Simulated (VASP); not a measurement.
Input:

```yaml
crystal:
  lattice:
    - [2.72215, 0.00000, 0.00000]
    - [-1.36107, 2.35745, 0.00000]
    - [0.00000, 0.00000, 4.28968]
  atoms:
    - { symbol: Ru, position: [0.66667, 0.33333, 0.75000] }
    - { symbol: Ru, position: [0.33333, 0.66667, 0.25000] }
```

All values below come from PBE GGA, VASP's PBE PAW potentials (set 64) (plane waves; VASP). Run with PREC = Normal, EDIFF = 1E-5, 400 eV cut-off, 17×17×10 Γ-centred mesh, first-order Methfessel-Paxton smearing of 0.10 eV, potentials Ru_pv.

### Question
Give the stress tensor in GPa (positive for a compressed cell).

### Answer

```
-1.29   0.00   0.00
 0.00  -1.29   0.00
 0.00   0.00  -0.42
```
The pressure is its mean diagonal, -1.00 GPa.

The compound is Ru in the hcp structure. It was relaxed first.
